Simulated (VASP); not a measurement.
```xyz
3
Lattice="1.5196 -2.6319 0.0000 1.5196 2.6319 0.0000 0.0000 0.0000 3.4301" Properties=species:S:1:pos:R:3 pbc="T T T"
Mg     0.0000     0.0000     0.0000
B      1.5196     0.8773     1.7151
B      1.5196    -0.8773     1.7151
```

Method: LDA (Ceperley-Alder, Perdew-Zunger), VASP's LDA PAW potentials (set 64) (plane waves; VASP). Numerical set-up: 520 eV cut-off, 13×13×10 Γ-centred mesh, tetrahedra with Blöchl corrections, potentials Mg B.

The cores are frozen, which limits the accuracy of field gradients.

Q: Give the principal components of the electric field gradient (V/Å²) and the asymmetry η at each nucleus.

A: 
```csv
atom,Vxx,Vyy,Vzz,η
Mg1,0.5,0.5,-0.9,0.00
B2,-10.0,-10.0,20.1,0.00
B3,-10.0,-10.0,20.1,0.00
```

The compound is MgB2 in the AlB2 type structure. It was relaxed first, which changed the volume by -6 %.
